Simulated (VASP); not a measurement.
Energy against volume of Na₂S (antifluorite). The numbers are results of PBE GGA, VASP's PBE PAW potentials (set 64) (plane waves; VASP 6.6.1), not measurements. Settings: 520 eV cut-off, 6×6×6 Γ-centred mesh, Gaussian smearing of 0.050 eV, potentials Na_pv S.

| V (Å³/atom) | E (eV/atom) |
|---|---|
| 22.861 | -3.32296 |
| 23.568 | -3.32537 |
| 24.275 | -3.32399 |
| 24.982 | -3.31937 |

### Question
Fit these four points and predict the energy of the run at 22.154 Å³/atom.

### Answer
A cubic in V^(−2/3), the third-order Birch-Murnaghan form, passes through the four points with V0 = 23.65 Å³/atom and B0 = 28 GPa, and gives -3.3161 eV/atom there. The run gave -3.3161 eV/atom, -0.0 meV/atom from the fit; all five points give B0 = 28 GPa.

The compound is Na2S in the antifluorite structure. It was relaxed first.
